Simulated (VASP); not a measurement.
# MnO2: structure and properties in VASP, part 4 of 9

Wanted: the relaxed cell of MnO2 and its properties. The start is a computed cell from the Materials Project.

VASP 6.6.1, plane waves and PAW; the level of theory is named at each step.

Still holding for the runs below: The magnetic state follows from one typed start and may not be the lowest. Experiment finds antiferromagnetic order in this phase (a transition is listed at 92.7 K, arxiv:2401.02109), so this ferromagnetic run describes another state. The k-mesh is coarse for a metal.

So far. Step 3 (Second relaxation): It ends with a largest force of 0.008 eV/Å and a pressure of 0.10 GPa. The volume moved by under 0.01 %: the run met its threshold at the first step. Step 4 (Single point with fields (PBE + U)): In this run the pressure is 0.10 GPa, small enough to go on; single stress components reach 0.11 GPa.

## 5. Band structure (PBE + U)

Level of this step: PBE, DFT+U (Mn d 1 eV), spin-polarised from a ferromagnetic start; plane waves and PAW (Mn_pv, O) (VASP).

Levels along the symmetry lines show where the bands peak and cross; KPOINTS_OPT computes them in the converged potential.

INCAR reads:

```
SYSTEM = MnO2
PREC = Accurate
ENCUT = 520
EDIFF = 1E-06
NELM = 100
ISMEAR = 0
SIGMA = 0.05
LREAL = .FALSE.
ALGO = Normal
GGA = PE
NBANDS = 44
ISPIN = 2
MAGMOM = 2.799 2.799 0.054 0.054 0.054 0.054
LDAU = .TRUE.
LDAUTYPE = 2
LDAUL = 2 -1
LDAUU = 1 0
LDAUJ = 0 0
LDAUPRINT = 1
LASPH = .TRUE.
LMAXMIX = 4
LORBIT = 11
LWAVE = .FALSE.
LCHARG = .FALSE.
KPAR = 2
```

POSCAR reads:

```
MnO2
1.0
    4.4515689296      0.0000000000      0.0000000000
    0.0000000000      4.4515689296      0.0000000000
    0.0000000000      0.0000000000      2.8954388431
Mn O
2 4
Direct
    0.5000000000      0.5000000000      0.5000000000
    0.0000000000      0.0000000000      0.0000000000
    0.8055697410      0.1944302590      0.5000000000
    0.6944302590      0.6944302590      0.0000000000
    0.1944302590      0.8055697410      0.5000000000
    0.3055697410      0.3055697410      0.0000000000
```

KPOINTS reads:

```
Automatic mesh
0
Gamma
5 5 7
0 0 0
```

KPOINTS_OPT reads:

```
Line mode
16
Line-mode
Reciprocal
  0.00000000   0.00000000   0.00000000 GAMMA
  0.00000000   0.50000000   0.00000000 X

  0.00000000   0.50000000   0.00000000 X
  0.50000000   0.50000000   0.00000000 M

  0.50000000   0.50000000   0.00000000 M
  0.00000000   0.00000000   0.00000000 GAMMA

  0.00000000   0.00000000   0.00000000 GAMMA
  0.00000000   0.00000000   0.50000000 Z

  0.00000000   0.00000000   0.50000000 Z
  0.00000000   0.50000000   0.50000000 R

  0.00000000   0.50000000   0.50000000 R
  0.50000000   0.50000000   0.50000000 A

  0.50000000   0.50000000   0.50000000 A
  0.00000000   0.00000000   0.50000000 Z

  0.00000000   0.50000000   0.00000000 X
  0.00000000   0.50000000   0.50000000 R

  0.50000000   0.50000000   0.00000000 M
  0.50000000   0.50000000   0.50000000 A
```

The projector-augmented-wave data sets are Mn_pv and O (PBE family, release 64).

Launch:

```
$ mpirun -np 2 vasp_std
```

The log of the run:

```text
[... set-up lines as in an earlier step ...]
 entering main loop
       N       E                     dE             d eps       ncg     rms          rms(c)
DAV:   1     0.608410650957E+03    0.60841E+03   -0.25929E+04  4288   0.135E+03
DAV:   2    -0.421832470153E+01   -0.61263E+03   -0.55453E+03  4312   0.419E+02
DAV:   3    -0.612593379346E+02   -0.57041E+02   -0.55588E+02  4776   0.139E+02
DAV:   4    -0.622135826747E+02   -0.95424E+00   -0.95213E+00  4728   0.186E+01
DAV:   5    -0.622210875229E+02   -0.75048E-02   -0.75043E-02  4520   0.169E+00    0.424E+01
DAV:   6    -0.565926953396E+02    0.56284E+01   -0.59458E+01  5024   0.817E+01    0.565E+01
DAV:   7    -0.489697530282E+02    0.76229E+01   -0.52889E+01  4492   0.817E+01    0.202E+01
DAV:   8    -0.465253923513E+02    0.24444E+01   -0.36001E+00  4656   0.191E+01    0.754E+00
DAV:   9    -0.462744519718E+02    0.25094E+00   -0.77366E-01  5264   0.857E+00    0.360E+00
DAV:  10    -0.462792423800E+02   -0.47904E-02   -0.18903E-01  4544   0.238E+00    0.164E+00
DAV:  11    -0.462773472467E+02    0.18951E-02   -0.12040E-02  4596   0.907E-01    0.741E-01
DAV:  12    -0.462779963359E+02   -0.64909E-03   -0.15831E-03  4536   0.283E-01    0.241E-01
DAV:  13    -0.462776184044E+02    0.37793E-03   -0.53793E-04  4628   0.287E-01    0.975E-02
DAV:  14    -0.462776338052E+02   -0.15401E-04   -0.19196E-04  4592   0.123E-01    0.273E-02
DAV:  15    -0.462776464798E+02   -0.12675E-04   -0.26711E-05  4476   0.318E-02    0.234E-02
DAV:  16    -0.462776446647E+02    0.18151E-05   -0.59501E-06  4264   0.232E-02    0.115E-02
DAV:  17    -0.462776444780E+02    0.18665E-06   -0.15367E-06  3204   0.148E-02
   1 F= -.46277644E+02 E0= -.46277471E+02  d E =-.347445E-03  mag=     6.0022
 Start KPOINTS_OPT (optional k-point list driver)
k-point batch [1-24\144]
       N       E                     dE             ncg
DAV:   1     0.618990602349E+03   -0.14210E+05     4256
DAV:   2    -0.129590098091E+05   -0.13578E+05     4288
DAV:   3    -0.141584810575E+05   -0.11995E+04     4904
DAV:   4    -0.141806036610E+05   -0.22123E+02     4844
DAV:   5    -0.141808205157E+05   -0.21685E+00     4748
DAV:   6    -0.141808263300E+05   -0.58143E-02     4792
DAV:   7    -0.141808265445E+05   -0.21458E-03     4796
DAV:   8    -0.141808265530E+05   -0.84759E-05     4208
DAV:   9    -0.141808265533E+05   -0.33944E-06     2812
[...]
k-point batch [121-144\144]
       N       E                     dE             ncg
DAV:   1     0.420035123799E+03   -0.41770E+05     4240
DAV:   2    -0.130191768690E+05   -0.13439E+05     4268
DAV:   3    -0.142085722981E+05   -0.11894E+04     4864
DAV:   4    -0.142304375982E+05   -0.21865E+02     4764
DAV:   5    -0.142306425346E+05   -0.20494E+00     4596
DAV:   6    -0.142306476739E+05   -0.51393E-02     4572
DAV:   7    -0.142306478538E+05   -0.17982E-03     4760
DAV:   8    -0.142306478604E+05   -0.66772E-05     3976
DAV:   9    -0.142306478607E+05   -0.25726E-06     2512
```

It took 6.2 min on 2 MPI ranks of AMD EPYC 7R43, shared host; peak memory 0.56 GiB.

From OUTCAR (step 5):

```text
   k-points           NKPTS =     24   k-points in BZ     NKDIM =     24   number of bands    NBANDS=     44

   NELECT =      50.0000    total number of electrons

atom =   1  type =  1  l = 2

 onsite density matrix

spin component  1

spin component  2

 occupancies and eigenvectors

  o =  0.0884  v =  0.0000  0.0000  0.0000  0.0000  0.0000 -0.5344  0.0000  0.8452  0.0000 -0.0000      0.0000  0.0000  0.0000  0.0000  0.0000  0.0000  0.0000  0.0000  0.0000  0.0000
  o =  0.1451  v =  0.0000  0.0000  0.0000  0.0000  0.0000  0.0000  0.7071  0.0000 -0.7071  0.0000      0.0000  0.0000  0.0000  0.0000  0.0000  0.0000  0.0000  0.0000  0.0000  0.0000
  o =  0.1550  v =  0.0000  0.0000  0.0000  0.0000  0.0000 -0.0000 -0.0000  0.0000  0.0000  1.0000      0.0000  0.0000  0.0000  0.0000  0.0000  0.0000  0.0000  0.0000  0.0000  0.0000
  o =  0.3179  v =  0.0000  0.0000  0.0000  0.0000  0.0000 -0.8452  0.0000 -0.5344  0.0000 -0.0000      0.0000  0.0000  0.0000  0.0000  0.0000  0.0000  0.0000  0.0000  0.0000  0.0000
  o =  0.3563  v =  0.0000  0.0000  0.0000  0.0000  0.0000  0.0000 -0.7071  0.0000 -0.7071 -0.0000      0.0000  0.0000  0.0000  0.0000  0.0000  0.0000  0.0000  0.0000  0.0000  0.0000
  o =  0.4748  v =  0.0000  0.7071 -0.0000  0.7071 -0.0000  0.0000  0.0000  0.0000  0.0000  0.0000      0.0000  0.0000  0.0000  0.0000  0.0000  0.0000  0.0000  0.0000  0.0000  0.0000
  o =  0.4883  v = -0.8620  0.0000 -0.5069  0.0000  0.0000  0.0000  0.0000  0.0000  0.0000  0.0000      0.0000  0.0000  0.0000  0.0000  0.0000  0.0000  0.0000  0.0000  0.0000  0.0000
  o =  0.9390  v = -0.5069  0.0000  0.8620  0.0000 -0.0000  0.0000  0.0000  0.0000  0.0000  0.0000      0.0000  0.0000  0.0000  0.0000  0.0000  0.0000  0.0000  0.0000  0.0000  0.0000
  o =  0.9518  v =  0.0000  0.7071 -0.0000 -0.7071 -0.0000  0.0000  0.0000  0.0000  0.0000  0.0000      0.0000  0.0000  0.0000  0.0000  0.0000  0.0000  0.0000  0.0000  0.0000  0.0000
  o =  0.9634  v =  0.0000 -0.0000 -0.0000  0.0000 -1.0000  0.0000  0.0000  0.0000  0.0000  0.0000      0.0000  0.0000  0.0000  0.0000  0.0000  0.0000  0.0000  0.0000  0.0000  0.0000

atom =   2  type =  1  l = 2

 onsite density matrix

spin component  1

spin component  2

 occupancies and eigenvectors

  o =  0.0884  v =  0.0000  0.0000  0.0000  0.0000  0.0000 -0.5344 -0.0000 -0.8452  0.0000 -0.0000      0.0000  0.0000  0.0000  0.0000  0.0000  0.0000  0.0000  0.0000  0.0000  0.0000
  o =  0.1451  v =  0.0000  0.0000  0.0000  0.0000  0.0000  0.0000 -0.7071  0.0000 -0.7071  0.0000      0.0000  0.0000  0.0000  0.0000  0.0000  0.0000  0.0000  0.0000  0.0000  0.0000
  o =  0.1550  v =  0.0000  0.0000  0.0000  0.0000  0.0000 -0.0000  0.0000 -0.0000  0.0000  1.0000      0.0000  0.0000  0.0000  0.0000  0.0000  0.0000  0.0000  0.0000  0.0000  0.0000
  o =  0.3179  v =  0.0000  0.0000  0.0000  0.0000  0.0000 -0.8452 -0.0000  0.5344  0.0000 -0.0000      0.0000  0.0000  0.0000  0.0000  0.0000  0.0000  0.0000  0.0000  0.0000  0.0000
  o =  0.3563  v =  0.0000  0.0000  0.0000  0.0000  0.0000  0.0000  0.7071  0.0000 -0.7071 -0.0000      0.0000  0.0000  0.0000  0.0000  0.0000  0.0000  0.0000  0.0000  0.0000  0.0000
  o =  0.4748  v =  0.0000 -0.7071  0.0000  0.7071  0.0000  0.0000  0.0000  0.0000  0.0000  0.0000      0.0000  0.0000  0.0000  0.0000  0.0000  0.0000  0.0000  0.0000  0.0000  0.0000
  o =  0.4883  v = -0.8620  0.0000  0.5069  0.0000 -0.0000  0.0000  0.0000  0.0000  0.0000  0.0000      0.0000  0.0000  0.0000  0.0000  0.0000  0.0000  0.0000  0.0000  0.0000  0.0000
  o =  0.9390  v = -0.5069  0.0000 -0.8620  0.0000  0.0000  0.0000  0.0000  0.0000  0.0000  0.0000      0.0000  0.0000  0.0000  0.0000  0.0000  0.0000  0.0000  0.0000  0.0000  0.0000
  o =  0.9518  v =  0.0000 -0.7071  0.0000 -0.7071  0.0000  0.0000  0.0000  0.0000  0.0000  0.0000      0.0000  0.0000  0.0000  0.0000  0.0000  0.0000  0.0000  0.0000  0.0000  0.0000
  o =  0.9634  v =  0.0000 -0.0000 -0.0000  0.0000 -1.0000  0.0000  0.0000  0.0000  0.0000  0.0000      0.0000  0.0000  0.0000  0.0000  0.0000  0.0000  0.0000  0.0000  0.0000  0.0000

 E-fermi :   4.7653

 spin component 1
 k-point     1 :       0.0000    0.0000    0.0000
  band No.  band energies     occupation
    ...
     25       3.9139      1.00000
     26       3.9139      1.00000
     27       4.4333      1.00000
     28       4.4606      1.00000
     29       4.6188      0.99998
     30       7.6154      0.00000
     31       7.6154      0.00000
     32       8.2033      0.00000
     33      12.4391      0.00000
     34      15.9181      0.00000
    ...

 k-point     2 :       0.2000    0.0000    0.0000
  band No.  band energies     occupation
    ...
     24       3.4835      1.00000
     25       3.5461      1.00000
     26       3.6928      1.00000
     27       4.3231      1.00000
     28       4.3452      1.00000
     29       5.4128      0.00000
     30       7.5316      0.00000
     31       7.5602      0.00000
     32       8.0349      0.00000
     33      12.9805      0.00000
    ...

  Total        0.0600229      0.0600229      0.0402505      0.0000000      0.0000000      0.0000000
  in kB        1.6760498      1.6760498      1.1239353      0.0000000      0.0000000      0.0000000
  external PRESSURE =       1.4920116 kB  Pullay stress =       0.0000000 kB

 POSITION                                       TOTAL-FORCE (eV/Angst)
 -----------------------------------------------------------------------------------
      2.22578      2.22578      1.44772         0.000000      0.000000      0.000000
      0.00000      0.00000      0.00000         0.000000      0.000000      0.000000
      3.58605      0.86552      1.44772        -0.005533      0.005533      0.000000
      3.09130      3.09130      0.00000         0.005533      0.005533      0.000000
      0.86552      3.58605      1.44772         0.005533     -0.005533     -0.000000
      1.36026      1.36026      0.00000        -0.005533     -0.005533     -0.000000
 -----------------------------------------------------------------------------------
    total drift:                                0.000000      0.000000      0.000000

  FREE ENERGIE OF THE ION-ELECTRON SYSTEM (eV)
  ---------------------------------------------------
  free  energy   TOTEN  =       -46.2776444780 eV

  energy  without entropy=      -46.2772970330  energy(sigma->0) =      -46.27747076

[... 13 parts as in an earlier step ...]

[... 13 further parts left out ...]
```

Numbers from this step:

```
bands        : 44
Fermi energy : 4.765 eV
pressure     : 0.1492 GPa
```

Spin up. The electronic bands at the labelled points (eV, zero at the Fermi level; # counts the bands kept in this run, so #1 is VASP's band 11):

```tsv
point	#15	#16	#17	#18	#19	#20	#21	#22
Γ	-0.85	-0.85	-0.33	-0.30	-0.15	2.85	2.85	3.44
0.47 of the way	-1.20	-1.13	-0.48	-0.45	0.83	2.74	2.78	3.20
X	-1.38	-1.38	-0.68	-0.68	2.28	2.28	2.65	2.65
0.47 of the way	-1.66	-1.66	-0.26	-0.26	1.93	1.93	2.73	2.73
M	-1.73	-1.73	0.00	0.00	1.46	1.46	2.82	2.82
0.47 of the way	-1.26	-1.20	-0.39	-0.15	1.06	2.65	2.72	2.83
Γ	-0.85	-0.85	-0.33	-0.30	-0.15	2.85	2.85	3.44
0.47 of the way	-0.85	-0.54	-0.49	-0.49	0.60	2.10	2.10	2.70
Z	-1.09	-1.09	-0.15	-0.15	1.36	1.36	1.84	1.84
0.47 of the way	-1.25	-1.25	-0.11	-0.11	0.68	0.68	2.70	2.70
R	-1.54	-1.54	-0.07	-0.07	0.29	0.29	3.32	3.32
0.53 of the way	-1.27	-1.27	-0.25	-0.25	0.87	0.87	2.89	2.89
A	-0.86	-0.86	-0.59	-0.59	1.86	1.86	2.00	2.00
0.47 of the way	-1.44	-1.00	-0.41	-0.04	0.26	1.83	1.85	3.27
Z	-1.09	-1.09	-0.15	-0.15	1.36	1.36	1.84	1.84
jump to X	-1.38	-1.38	-0.68	-0.68	2.28	2.28	2.65	2.65
0.47 of the way	-1.04	-1.04	-0.62	-0.62	1.21	1.21	2.89	2.89
R	-1.54	-1.54	-0.07	-0.07	0.29	0.29	3.32	3.32
jump to M	-1.73	-1.73	0.00	0.00	1.46	1.46	2.82	2.82
0.47 of the way	-1.45	-1.45	-0.34	-0.34	1.87	1.87	2.22	2.22
A	-0.86	-0.86	-0.59	-0.59	1.86	1.86	2.00	2.00
```

Of the projections kept (Mn, O), the largest for each band there, as a share of the weight inside these atoms' spheres; weight between the spheres isn't counted:

```tsv
point	#15	#16	#17	#18	#19	#20	#21	#22
Γ	O 0.99	O 0.99	Mn 0.72	O 0.98	Mn 0.90	Mn 0.56	Mn 0.56	Mn 0.61
X	O 0.55	O 0.55	O 0.55	O 0.55	Mn 0.58	Mn 0.58	Mn 0.55	Mn 0.55
M	O 0.93	O 0.93	O 0.60	O 0.60	Mn 0.75	Mn 0.75	Mn 0.56	Mn 0.56
Γ	O 0.99	O 0.99	Mn 0.72	O 0.98	Mn 0.90	Mn 0.56	Mn 0.56	Mn 0.61
Z	O 0.53	O 0.53	O 0.55	O 0.55	Mn 0.74	Mn 0.74	Mn 0.67	Mn 0.67
R	O 0.99	O 0.99	O 0.51	O 0.51	Mn 0.85	Mn 0.85	Mn 0.55	Mn 0.55
```

Spin down. Electronic bands along the path, in eV, zero at the Fermi level; v1 is the highest filled band, c1 the lowest empty one:

```tsv
point	v4	v3	v2	v1	c1	c2	c3	c4
Γ	-1.36	-0.63	-0.63	-0.03	0.71	0.98	1.13	1.13
0.47 of the way	-1.73	-1.60	-0.98	-0.25	0.97	1.32	1.37	1.43
X	-2.47	-2.47	-0.86	-0.86	1.35	1.35	1.68	1.68
0.47 of the way	-2.34	-2.34	-1.24	-1.24	1.13	1.13	1.43	1.43
M	-2.19	-2.19	-1.58	-1.58	0.71	0.71	1.14	1.14
0.47 of the way	-1.99	-1.95	-1.50	-0.60	0.75	1.13	1.39	1.68
Γ	-1.36	-0.63	-0.63	-0.03	0.71	0.98	1.13	1.13
0.47 of the way	-2.73	-1.79	-1.79	-0.44	1.13	1.14	1.50	1.92
Z	-2.58	-2.58	-2.00	-2.00	1.68	1.68	1.89	1.89
0.47 of the way	-2.29	-2.29	-1.93	-1.93	1.48	1.48	1.69	1.69
R	-2.49	-2.49	-1.19	-1.19	0.87	0.87	1.69	1.69
0.53 of the way	-1.83	-1.83	-1.14	-1.14	1.16	1.16	1.73	1.73
A	-1.42	-1.42	-1.13	-1.13	1.58	1.58	1.75	1.75
0.47 of the way	-1.96	-1.95	-1.86	-1.26	1.04	1.67	1.72	1.74
Z	-2.58	-2.58	-2.00	-2.00	1.68	1.68	1.89	1.89
jump to X	-2.47	-2.47	-0.86	-0.86	1.35	1.35	1.68	1.68
0.47 of the way	-2.57	-2.57	-1.03	-1.03	1.46	1.46	1.93	1.93
R	-2.49	-2.49	-1.19	-1.19	0.87	0.87	1.69	1.69
jump to M	-2.19	-2.19	-1.58	-1.58	0.71	0.71	1.14	1.14
0.47 of the way	-2.12	-2.12	-2.00	-2.00	1.31	1.31	1.62	1.62
A	-1.42	-1.42	-1.13	-1.13	1.58	1.58	1.75	1.75
```

Of the projections kept (Mn, O), the largest for each band there, as a share of the weight inside these atoms' spheres; weight between the spheres isn't counted:

```tsv
point	v4	v3	v2	v1	c1	c2	c3	c4
Γ	O 0.94	O 0.99	O 0.99	O 0.89	Mn 1.00	Mn 0.95	Mn 1.00	Mn 1.00
X	O 0.81	O 0.81	O 0.95	O 0.95	Mn 0.92	Mn 0.92	Mn 0.92	Mn 0.92
M	O 0.91	O 0.91	O 0.95	O 0.95	Mn 0.99	Mn 0.99	Mn 1.00	Mn 1.00
Γ	O 0.94	O 0.99	O 0.99	O 0.89	Mn 1.00	Mn 0.95	Mn 1.00	Mn 1.00
Z	O 0.79	O 0.79	O 0.80	O 0.80	Mn 0.98	Mn 0.98	Mn 0.84	Mn 0.84
R	O 0.67	O 0.67	O 1.00	O 1.00	Mn 0.99	Mn 0.99	Mn 0.99	Mn 0.99
```

There is no gap at this level; the bands overlap by 0.14 eV. Semilocal levels underestimate gaps, so a small one may be lost here.

(Part 4 of 9 ends here.)

[Lines on the potential files, build, host, timing and source positions are cut from VASP's logs without a mark.]

[Logs are printed without paths, hosts, clocks, repeated set-up lines and the standing remarks that a program may print on its own settings, such as how far it seeks lower states.]

[Hosts, paths, dates, database ids (printed as entryN), source tags and the programs' standing remarks are cut or masked in the printed files.]

[A measured line is paired with the nearest computed mode of its activity, which favours agreement.]

[In band tables of VASP the shares of atoms and orbitals are scaled to a sum of 1 inside the atoms' spheres.]
